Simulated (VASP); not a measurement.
AlN (zinc blende):

```xyz
2
Lattice="0.0000 2.1900 2.1900 2.1900 0.0000 2.1900 2.1900 2.1900 0.0000" Properties=species:S:1:pos:R:3 pbc="T T T"
Al     0.0000     0.0000     0.0000
N      1.0950     1.0950     1.0950
```

The lowest empty band near X, direction along the valley's axis, from PBE with spin-orbit coupling in VASP (PAW); its two spin partners are averaged. The gap over the points computed is 3.31 eV, and the next band on that side lies 5.25 eV away at the edge.

Numerical set-up: 520 eV cut-off, 12×12×12 Γ-centred mesh, Gaussian smearing of 0.050 eV, potentials Al N.

```csv
distance from the edge in k (1/Å),distance in energy (meV)
0.025,4.5
0.035,8.9
0.050,18.1
0.070,35.5
```

Q: Fit E(1 + αE) = ħ²k²/2m* (ħ²/2m0 = 3.810 eV Å²) and predict the row at 0.095 1/Å.

A: The rows don't resolve α, so a parabola serves: the electron mass is m* = 0.526 m0, and so 65.4 meV. The run gave 65.2 meV, -0.2 meV from the fit.

Left out are points under 3 meV from the edge, since the levels carry 0.1 meV, and points farther than half the way to the next band.

The compound is AlN in the zinc blende structure, a metastable form; wurtzite is the usual one. The cell was not relaxed at this level.
